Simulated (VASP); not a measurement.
HfC (rock salt) is relaxed at rising pressure, each step from the one before. Symmetry mostly holds the structure type, and other phases were not tried. The mesh follows the cell, and a change of mesh leaves a small step in the series.

```
CELL_PARAMETERS angstrom
      0.00000     2.28776     2.28776
      2.28776     0.00000     2.28776
      2.28776     2.28776     0.00000
ATOMIC_POSITIONS crystal
  Hf 0.00000 0.00000 0.00000
  C  0.50000 0.50000 0.50000
```

Level of theory: LDA (Ceperley-Alder, Perdew-Zunger), VASP's LDA PAW potentials (set 64) (plane waves; VASP). Run with 620 eV cut-off, 14×14×14 Γ-centred mesh, first-order Methfessel-Paxton smearing of 0.10 eV, potentials Hf_pv C.

Unless said otherwise, spin-orbit coupling is left out, though it shifts the bands of the heavy elements here.

```json
[
 {"P (GPa)": "0", "V (Å³/atom)": "11.97", "H − H(0) (eV/atom)": "0.000", "space group": "Fm-3m", "gap on the mesh (eV)": "0.00", "k-mesh": "14×14×14"},
 {"P (GPa)": "5", "V (Å³/atom)": "11.76", "H − H(0) (eV/atom)": "0.371", "space group": "Fm-3m", "gap on the mesh (eV)": "0.00", "k-mesh": "14×14×14"},
 {"P (GPa)": "10", "V (Å³/atom)": "11.57", "H − H(0) (eV/atom)": "0.735", "space group": "Fm-3m", "gap on the mesh (eV)": "0.00", "k-mesh": "14×14×14"},
 {"P (GPa)": "20", "V (Å³/atom)": "11.21", "H − H(0) (eV/atom)": "1.446", "space group": "Fm-3m", "gap on the mesh (eV)": "0.00", "k-mesh": "14×14×14"},
 {"P (GPa)": "30", "V (Å³/atom)": "[?]", "H − H(0) (eV/atom)": "[?]", "space group": "Fm-3m", "gap on the mesh (eV)": "0.00", "k-mesh": "14×14×14"},
 {"P (GPa)": "45", "V (Å³/atom)": "[?]", "H − H(0) (eV/atom)": "[?]", "space group": "Fm-3m", "gap on the mesh (eV)": "0.00", "k-mesh": "14×14×14"}
]
```

Q: Some entries are withheld; supply them.

A: 
- 30, V (Å³/atom): 10.91
- 30, H − H(0) (eV/atom): 2.136
- 45, V (Å³/atom): 10.52
- 45, H − H(0) (eV/atom): 3.139

Pressures at which the relaxation failed are left out.

The compound is HfC in the rock salt structure.
